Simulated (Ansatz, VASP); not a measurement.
# Cs4Na16Li10I9Cl21: VASP beside Ansatz, part 2 of 3

Wanted: the spread between two codes on one cell, functional and k mesh. Of the first pair: The structure shown is frame 45 of Ansatz's trajectory.

VASP 6.6.1 and Ansatz 0.2.0.

So far: The structure; Ansatz: dynamics, revPBE.

## Step 3: VASP: single point, revPBE, pair 1

Level of this step: revPBE; plane waves and PAW (Li_sv, Na_pv, Cs_sv, Cl, I) (VASP).

The same cell, functional and mesh now go to VASP, with its own data sets.

Lines of VASP's logs that name or quote its potential files are left out, and so is its time.

File INCAR:

```
SYSTEM = Cs4Na16Li10I9Cl21
PREC = Accurate
ENCUT = 650
EDIFF = 1E-06
NELM = 120
ISMEAR = 0
SIGMA = 0.01
LREAL = Auto
ALGO = Normal
GGA = RE
NBANDS = 240
LORBIT = 11
LWAVE = .FALSE.
LCHARG = .FALSE.
ISIF = 2
LASPH = .TRUE.
GGA_COMPAT = .FALSE.
EFERMI = MIDGAP
NCORE = 2
```

File POSCAR:

```
Cs4Na16Li10I9Cl21
1.0
   12.9684000000      0.0000000000      0.0000000000
    0.0000000000     12.9684000000      0.0000000000
    0.0000000000      0.0000000000     12.9684000000
Li Na Cs Cl I
10 16 4 21 9
Direct
    0.3740091299      0.0707797415      0.7344005429
    0.8202399679      0.1051247648      0.6730899725
    0.3923382993      0.3910274205      0.4154097653
    0.5546405108      0.6248727677      0.3129376022
    0.6303244810      0.8590111348      0.6228756053
    0.2788393325      0.1211097745      0.4393602912
    0.7298124672      0.8056352364      0.2221322600
    0.2274451744      0.3795996422      0.8831698590
    0.0484408254      0.6853197002      0.0044415657
    0.0974214244      0.9599179544      0.6543983838
    0.7453965023      0.4222263348      0.8589340242
    0.0044107214      0.0161315197      0.8840643410
    0.8890456803      0.0564988742      0.3048332871
    0.7040806884      0.5520264643      0.5433438204
    0.7730714660      0.5466595725      0.1186730823
    0.1781946886      0.6621248573      0.7495142038
    0.8753894081      0.7346241634      0.7625304587
    0.4784090559      0.3108479072      0.0755066161
    0.5147897967      0.6269007742      0.7715369668
    0.9982264582      0.2503932636      0.0051432713
    0.2593303723      0.1756885969      0.1516609605
    0.0525353937      0.3546852349      0.6028191604
    0.2135035933      0.8881049320      0.1278415225
    0.4739058018      0.3587026927      0.7240677339
    0.5214058789      0.9287113291      0.2191403720
    0.4012522748      0.8592733105      0.4632259955
    0.6603744487      0.0542858024      0.9578822368
    0.0670553037      0.5030844206      0.3555797169
    0.4015607168      0.6046312575      0.0526741927
    0.6722186237      0.3133154437      0.3602680361
    0.2665479165      0.3484392832      0.0434749082
    0.2044353968      0.7178372043      0.9835446161
    0.5939206070      0.4787329200      0.9444881404
    0.6000431819      0.7149455600      0.1447518584
    0.0248450079      0.5874279017      0.5846133679
    0.3151121187      0.9769208229      0.2692005182
    0.4379414577      0.1913574535      0.8293467197
    0.5035316616      0.4484516209      0.5279756948
    0.3440131396      0.0278291848      0.5486567348
    0.4717004411      0.4332300052      0.2636100059
    0.7453810802      0.9058557725      0.7468461799
    0.7088923846      0.6250809660      0.7324265137
    0.8607692545      0.1755420869      0.8464035656
    0.2081135684      0.2872752228      0.4217790938
    0.0548101539      0.8492180994      0.7895808272
    0.3367801733      0.5083510688      0.8172712131
    0.0939206070      0.0838268406      0.0725532834
    0.7309305697      0.9674593628      0.2109512353
    0.7443940656      0.5580796397      0.3562814225
    0.5733552327      0.7866891829      0.4517133956
    0.4853721353      0.1262144906      0.1302396595
    0.6505043028      0.0899802597      0.5211591253
    0.9951111934      0.4877008729      0.9165124456
    0.1729280405      0.2036488696      0.7338067919
    0.9294824342      0.7628697449      0.1458468277
    0.4283797539      0.8448613553      0.7910382160
    0.8925619197      0.2882005490      0.2155393109
    0.0112350020      0.0030227322      0.4877085839
    0.8143487246      0.3464112766      0.5814441257
    0.3132229111      0.6694503563      0.3271028037
```

File KPOINTS:

```
Automatic mesh
0
Gamma
1 1 1
0 0 0
```

Potentials, in the order of the species: Li_sv, Na_pv, Cs_sv, Cl and I (PBE family, release 64).

The run is started by

```console
$ mpirun -np 8 vasp_gam
```

Numbers of over 12 decimals in the logs are rounded to 6 here.

Log:

```text
[banner, memory and clock lines left out]
running    8 mpi-ranks, on    1 nodes
[...]
|                                                                             |
|               ----> ADVICE to this user running VASP <----                  |
|                                                                             |
|     You enforced a specific xc type in the INCAR file but a different       |
|     [... a line on the potential file left out ...]
|     I HOPE YOU KNOW WHAT YOU ARE DOING!                                     |
|                                                                             |

 LDA part: xc-table for (Slater+PW92), standard interpolation
 POSCAR, INCAR and KPOINTS ok, starting setup
[...]
entering main loop
       N       E                     dE             d eps       ncg     rms          rms(c)
DAV:   1     0.499832100932E+04    0.49983E+04   -0.20369E+05   520   0.183E+03
DAV:   2     0.661207279658E+03   -0.43371E+04   -0.41581E+04   592   0.420E+02
DAV:   3    -0.116226423375E+03   -0.77743E+03   -0.76983E+03   624   0.179E+02
DAV:   4    -0.178345562651E+03   -0.62119E+02   -0.61855E+02   608   0.516E+01
[...]
DAV:  18    -0.176996629974E+03   -0.22316E-05   -0.13911E-04   576   0.256E-02    0.553E-02
DAV:  19    -0.176996628012E+03    0.19621E-05   -0.43680E-05   544   0.113E-02    0.460E-02
DAV:  20    -0.176996627642E+03    0.36927E-06   -0.49562E-06   536   0.401E-03
   1 F= -.17699663E+03 E0= -.17699663E+03  d E =0.000000E+00
```

Parts of OUTCAR (step 3):

```text
  Total       13.8453627      5.1499549      8.8441564     -1.8397755     -1.7965764     -0.1727169
  in kB       10.1708143      3.7831609      6.4969242     -1.3515005     -1.3197664     -0.1268780
  external PRESSURE =       6.8169665 kB  Pullay stress =       0.0000000 kB

 POSITION                                       TOTAL-FORCE (eV/Angst)
 -----------------------------------------------------------------------------------
      4.85030      0.91790      9.52400        -0.149177     -0.377634     -0.503354
     10.63720      1.36330      8.72890        -0.405714      0.002211     -0.255720
      5.08800      5.07100      5.38720        -0.538581      0.014792     -0.276356
      7.19280      8.10360      4.05830        -0.020241     -0.058401      0.175493
      8.17430     11.14000      8.07770        -0.087835      0.290038     -0.273657
      3.61610      1.57060      5.69780        -0.676340      0.517074     -0.777460
      9.46450     10.44780      2.88070         0.290279     -0.749097      0.101621
      2.94960      4.92280     11.45330         0.008458     -0.070048     -0.397688
      0.62820      8.88750      0.05760        -0.556247     -0.405734      0.062101
      1.26340     12.44860      8.48650         0.294951     -0.008784      0.118736
      9.66660      5.47560     11.13900         1.237524     -0.269189     -0.996630
      0.05720      0.20920     11.46490        -0.001290      0.373808      0.310531
     11.52950      0.73270      3.95320        -0.085700      0.127684     -0.056325
      9.13080      7.15890      7.04630        -0.066738      0.001977      0.298736
[...]
-----------------------------------------------------------------------------------
    total drift:                                0.004681     -0.032515      0.018083

  FREE ENERGIE OF THE ION-ELECTRON SYSTEM (eV)
  ---------------------------------------------------
  free  energy   TOTEN  =      -176.9966276423 eV

  energy  without entropy=     -176.9966276423  energy(sigma->0) =     -176.99662764

[... 3 further parts left out ...]
[key lines of the parts left out:]
E-fermi :   1.1550
```

The run ends at a pressure of 0.68 GPa, with forces up to 1.6 eV/Å.

## Step 4: Comparison

Known differences besides the potentials themselves: fixed occupations in Ansatz, narrow Gaussian smearing in VASP; the data sets hold 510 valence electrons in Ansatz (on its default PAW (the set named soft_2) files) and 388 in VASP; the cutoff is 420 eV in Ansatz and 650 eV in VASP (PREC = Accurate, projectors in real space); Ansatz makes its cores anew for this functional, VASP keeps those of its PBE data sets. Total energies have different zeros and are not compared.

Forces on 8 of the 60 atoms, those with the largest forces and the largest differences (eV/Å; atoms numbered as in POSCAR):

```csv
atom,"Ansatz x, y, z","VASP x, y, z"
Li6,"-0.662, 0.500, -0.750","-0.676, 0.517, -0.777"
Li9,"-0.529, -0.399, 0.063","-0.556, -0.406, 0.062"
Na11,"1.215, -0.261, -0.984","1.238, -0.269, -0.997"
Cl38,"0.138, 0.107, 0.901","0.145, 0.112, 0.903"
Cl39,"0.229, -0.386, 1.239","0.247, -0.401, 1.270"
Cl49,"-0.059, 0.426, -1.066","-0.054, 0.434, -1.078"
Cl50,"0.900, -0.431, 0.082","0.917, -0.437, 0.081"
I59,"0.488, -0.088, 0.808","0.492, -0.091, 0.817"
```

The forces differ by 7.4 meV/Å r.m.s., which is 2.1 % of the r.m.s. force of 0.353 eV/Å (both taken over all components). VASP's last cycles still show a density residual of 5e-03, so its state may not be settled.

## Step 5: Ansatz: dynamics, revPBE

One frame of this run of dynamics is then solved in both programs, so the motion causes no difference.

The structure compared here is frame 90 of Ansatz's trajectory.

File input.yaml:

```yaml
crystal:
  lattice:
    - [12.9684, 0.0, 0.0]
    - [0.0, 12.9684, 0.0]
    - [0.0, 0.0, 12.9684]
  atoms:
    - { symbol: Li, position: [0.36603, 0.08431, 0.71147] }
    - { symbol: Li, position: [0.81256, 0.07986, 0.6222] }
    - { symbol: Li, position: [0.39127, 0.36453, 0.40753] }
    - { symbol: Li, position: [0.54148, 0.59568, 0.32238] }
    - { symbol: Li, position: [0.61217, 0.91806, 0.60693] }
    - { symbol: Li, position: [0.25694, 0.1182, 0.38326] }
    - { symbol: Li, position: [0.7446, 0.80279, 0.26766] }
    - { symbol: Li, position: [0.21255, 0.4266, 0.87687] }
    - { symbol: Li, position: [0.04532, 0.64017, 0.03949] }
    - { symbol: Li, position: [0.16043, 0.98961, 0.66275] }
    - { symbol: Na, position: [0.7693, 0.42437, 0.83572] }
    - { symbol: Na, position: [0.97391, 0.0171, 0.9015] }
    - { symbol: Na, position: [0.897, 0.04493, 0.28339] }
    - { symbol: Na, position: [0.71514, 0.53511, 0.55999] }
    - { symbol: Na, position: [0.76997, 0.54978, 0.12813] }
    - { symbol: Na, position: [0.18134, 0.66274, 0.74822] }
    - { symbol: Na, position: [0.85365, 0.75133, 0.76669] }
    - { symbol: Na, position: [0.45342, 0.30775, 0.06215] }
    - { symbol: Na, position: [0.49973, 0.64327, 0.81073] }
    - { symbol: Na, position: [0.003, 0.27192, 0.00825] }
    - { symbol: Na, position: [0.26639, 0.15806, 0.14204] }
    - { symbol: Na, position: [0.06931, 0.34733, 0.6175] }
    - { symbol: Na, position: [0.20042, 0.88789, 0.1051] }
    - { symbol: Na, position: [0.48227, 0.37744, 0.73085] }
    - { symbol: Na, position: [0.51463, 0.90522, 0.20315] }
    - { symbol: Na, position: [0.38551, 0.85642, 0.45393] }
    - { symbol: Cs, position: [0.65708, 0.05401, 0.9529] }
    - { symbol: Cs, position: [0.07109, 0.50802, 0.35247] }
    - { symbol: Cs, position: [0.40473, 0.59974, 0.0493] }
    - { symbol: Cs, position: [0.67436, 0.30866, 0.36055] }
    - { symbol: Cl, position: [0.26616, 0.35611, 0.04371] }
    - { symbol: Cl, position: [0.19612, 0.69278, 0.98016] }
    - { symbol: Cl, position: [0.58796, 0.4885, 0.94948] }
    - { symbol: Cl, position: [0.59941, 0.71254, 0.17512] }
    - { symbol: Cl, position: [0.02701, 0.59511, 0.59128] }
    - { symbol: Cl, position: [0.29987, 0.96854, 0.28608] }
    - { symbol: Cl, position: [0.47286, 0.16201, 0.86002] }
    - { symbol: Cl, position: [0.5043, 0.45772, 0.55096] }
    - { symbol: Cl, position: [0.33862, 0.0352, 0.53994] }
    - { symbol: Cl, position: [0.47749, 0.42675, 0.25136] }
    - { symbol: Cl, position: [0.74964, 0.92547, 0.74987] }
    - { symbol: Cl, position: [0.69663, 0.62397, 0.74387] }
    - { symbol: Cl, position: [0.84504, 0.17356, 0.83619] }
    - { symbol: Cl, position: [0.21823, 0.29894, 0.42238] }
    - { symbol: Cl, position: [0.06584, 0.85945, 0.78058] }
    - { symbol: Cl, position: [0.33777, 0.52526, 0.7825] }
    - { symbol: Cl, position: [0.08608, 0.07379, 0.08442] }
    - { symbol: Cl, position: [0.72348, 0.98124, 0.18323] }
    - { symbol: Cl, position: [0.73916, 0.56226, 0.3366] }
    - { symbol: Cl, position: [0.59345, 0.78352, 0.46065] }
    - { symbol: Cl, position: [0.49986, 0.12472, 0.12645] }
    - { symbol: I, position: [0.64465, 0.08849, 0.51872] }
    - { symbol: I, position: [0.98862, 0.49414, 0.91381] }
    - { symbol: I, position: [0.18744, 0.20093, 0.7366] }
    - { symbol: I, position: [0.92588, 0.76582, 0.15214] }
    - { symbol: I, position: [0.42022, 0.83924, 0.77976] }
    - { symbol: I, position: [0.89107, 0.28793, 0.21342] }
    - { symbol: I, position: [0.00956, 0.00833, 0.49444] }
    - { symbol: I, position: [0.81245, 0.33836, 0.58972] }
    - { symbol: I, position: [0.32517, 0.66958, 0.33228] }
kpoints:
  mp_grid: { grid: [1, 1, 1] }
hamiltonian:
  xc: revpbe
scf:
  occupations: { method: fixed }
output:
  forces: true
md:
  timestep: 1.0
  n_steps: 134
  ensemble: nvt_nose_hoover
  temperature: 600
  initial_velocities: maxwell_boltzmann
  seed: 3534
```

The run is started by

```console
$ ansatz run input.yaml --threads 4 --pin off --max-ram 8192MiB --backend cpu --events-out ev --progress --plain --runs-dir out
```

Log:

```text
[...]
Crystal: 60 atoms, lattice volume = 2181.018 Å³
Basis set: ecut = 420 eV, 42691 PW (Γ), exchange–correlation on 180×180×180 points (8 copies of the dense FFT grid, shifted against one another)
Bands: 315, of which v1, the nominal top of the filled ones, is band 255 counted from 1 (254 counted from 0)
Symmetry: 1 space group operations
k-points: 1
[...]
atom   8  Li     0.13217855    -0.20948918    -1.19561438
[...]
atom  57  I     -0.19757543     0.01077729     0.19166710
  atom  58  I      0.15878753    -0.19974154     0.17903881
  atom  59  I      0.09112861    -0.35893525    -0.62255354
  atom  60  I     -0.13706013    -0.07214999     0.12452249
  max |Σ_I F_I| component: 3.43e-5 eV/Å
--- MD trajectory: 134 steps, t = 0.0 → 134.0 fs ---
[...]
conserved energy: peak-to-peak 6.608e-4 eV (1.101e-5 eV/atom) over 134.0 fs
[key lines of the parts left out:]
SCF converged after 6 iterations
Free energy (F): -139070.516150 eV
Fermi energy:    0.774483 eV
```

## Step 6: VASP: single point, revPBE, pair 2

The same cell, functional and mesh now go to VASP, with its own data sets.

INCAR is that of step 3.

File POSCAR:

```
Cs4Na16Li10I9Cl21
1.0
   12.9684000000      0.0000000000      0.0000000000
    0.0000000000     12.9684000000      0.0000000000
    0.0000000000      0.0000000000     12.9684000000
Li Na Cs Cl I
10 16 4 21 9
Direct
    0.4022932667      0.0453255606      0.7417954412
    0.7724391598      0.1232842910      0.6861833380
    0.3406125659      0.4446809167      0.3984762962
    0.5658523796      0.6411970636      0.3276734215
    0.6491702909      0.8588414916      0.6051478980
    0.2363051726      0.1008374202      0.4577742821
    0.7499614447      0.7749915178      0.2170738102
    0.2665633386      0.3116575676      0.8618102464
    0.0414314796      0.6776240708      0.9736976034
    0.1053175411      0.9392060701      0.6726581537
    0.7739273927      0.4115002622      0.8329786250
    0.0339132044      0.0311140927      0.8790136023
    0.8747493908      0.0750439530      0.3215739798
    0.6888050955      0.5707488973      0.5354939700
    0.7699407791      0.5542858024      0.1273403041
    0.1743777181      0.6580534222      0.7520048734
    0.8959470713      0.7236282039      0.7383871565
    0.4959979643      0.3405200333      0.0756531261
    0.5207967058      0.6114786712      0.7405385398
    0.9950340828      0.2431371642      0.0028608001
    0.2679127726      0.1789812159      0.1660497825
    0.0316384442      0.3710635082      0.5888313130
    0.2060855618      0.8754896518      0.1429937386
    0.4616606520      0.3538987076      0.6961151723
    0.5269578360      0.9652231578      0.2439622467
    0.3804170137      0.8572761482      0.4608355695
    0.6621171463      0.0520804417      0.9612211221
    0.0617346781      0.5008019494      0.3548625891
    0.3962478024      0.6067055304      0.0591360538
    0.6643533512      0.3142716141      0.3585022054
    0.2618210419      0.3424323741      0.0529980568
    0.2041269548      0.7617516425      0.9835523272
    0.5984161500      0.4561318281      0.9542271984
    0.6092887326      0.7202738965      0.1253431418
    0.0379229512      0.5807963974      0.6023333642
    0.3263085654      0.9946253971      0.2652293267
    0.4177616360      0.2135190155      0.8128759138
    0.5021359613      0.4409719009      0.5301193671
    0.3440285617      0.0187686993      0.5799250486
    0.4662487277      0.4376715709      0.2580503377
    0.7564387280      0.8922766108      0.7440779125
    0.7236976034      0.6174007588      0.7234508498
    0.8796690417      0.1748095370      0.8559729805
    0.2168193455      0.2855093921      0.4153557879
    0.0458499121      0.8353073625      0.7920946300
    0.3293312976      0.4911708461      0.8279972857
    0.1008219981      0.0749976867      0.0550029302
    0.7314317880      0.9630255082      0.2374772524
    0.7470620894      0.5695382622      0.3395175966
    0.5794161192      0.7778214737      0.4472872521
    0.4721939484      0.1260062922      0.1381434872
    0.6567810987      0.0868033065      0.5270426575
    0.9985503223      0.4824882021      0.9191264921
    0.1548224916      0.2043197310      0.7344005429
    0.9335692915      0.7577341846      0.1396008760
    0.4357823633      0.8514543043      0.7999830357
    0.8979750779      0.2895114278      0.2121695814
    0.0116591098      0.9989590081      0.4792032942
    0.8209031183      0.3530196478      0.5821998088
    0.3009854724      0.6705838808      0.3233243885
```

KPOINTS is that of step 3.

The run is started by

```console
$ mpirun -np 8 vasp_gam
```

Log:

```text
[banner, memory and clock lines left out]
running    8 mpi-ranks, on    1 nodes
[...]
[... a notice as in an earlier step ...]

 LDA part: xc-table for (Slater+PW92), standard interpolation
 POSCAR, INCAR and KPOINTS ok, starting setup
[...]
entering main loop
       N       E                     dE             d eps       ncg     rms          rms(c)
DAV:   1     0.499430040427E+04    0.49943E+04   -0.20347E+05   520   0.183E+03
DAV:   2     0.669932556484E+03   -0.43244E+04   -0.41417E+04   576   0.421E+02
DAV:   3    -0.113771159310E+03   -0.78370E+03   -0.77619E+03   600   0.182E+02
DAV:   4    -0.177955617897E+03   -0.64184E+02   -0.63850E+02   592   0.530E+01
[...]
DAV:  19    -0.177184402344E+03    0.53246E-05   -0.19644E-05   552   0.797E-03    0.366E-02
DAV:  20    -0.177184401254E+03    0.10906E-05   -0.59553E-06   472   0.384E-03    0.261E-02
DAV:  21    -0.177184401071E+03    0.18295E-06   -0.19918E-06   392   0.314E-03
   1 F= -.17718440E+03 E0= -.17718440E+03  d E =0.000000E+00
```

OUTCAR, selected parts (step 6):

```text
  Total       10.4952858     -0.5231227      9.2809264      1.3963745     -1.9242507     -1.3754571
  in kB        7.7098452     -0.3842863      6.8177758      1.0257778     -1.4135561     -1.0104118
  external PRESSURE =       4.7144449 kB  Pullay stress =       0.0000000 kB

 POSITION                                       TOTAL-FORCE (eV/Angst)
 -----------------------------------------------------------------------------------
      5.21710      0.58780      9.61990        -0.078985      0.295955      0.042490
     10.01730      1.59880      8.89870         0.489921     -0.086139      0.086279
      4.41720      5.76680      5.16760         0.507431     -0.292301     -0.163319
      7.33820      8.31530      4.24940        -0.012211     -0.162491     -0.409010
      8.41870     11.13780      7.84780         0.048693      0.405012      0.049863
      3.06450      1.30770      5.93660        -0.085704      0.157561     -0.002631
      9.72580     10.05040      2.81510        -0.233666      0.531493      0.159087
      3.45690      4.04170     11.17630         0.301507      0.340884      0.586881
      0.53730      8.78770     12.62730         0.270852      0.256288      0.420040
      1.36580     12.18000      8.72330         0.091293      0.458720     -0.786342
     10.03660      5.33650     10.80240         0.131695      0.168075     -0.114440
      0.43980      0.40350     11.39940        -0.100024     -0.077118     -0.182530
     11.34410      0.97320      4.17030        -0.086055      0.082627     -0.125071
      8.93270      7.40170      6.94450         0.097552     -0.257670     -0.236024
[...]
-----------------------------------------------------------------------------------
    total drift:                               -0.003279     -0.017549      0.003949

  FREE ENERGIE OF THE ION-ELECTRON SYSTEM (eV)
  ---------------------------------------------------
  free  energy   TOTEN  =      -177.1844010706 eV

  energy  without entropy=     -177.1844010706  energy(sigma->0) =     -177.18440107

[... 2 parts as in an earlier step ...]

[... 1 further part left out ...]
[key lines of the parts left out:]
E-fermi :   0.8843
```

The run ends at a pressure of 0.47 GPa, with forces up to 1.4 eV/Å.

(Part 2 of 3 ends here.)

[Lines on the potential files, build, host, timing and source positions are cut from VASP's logs without a mark.]

[Logs are printed without paths, hosts, clocks, repeated set-up lines and the standing remarks that a program may print on its own settings, such as how far it seeks lower states.]

[Hosts, paths, dates, database ids (printed as entryN), source tags and the programs' standing remarks are cut or masked in the printed files.]
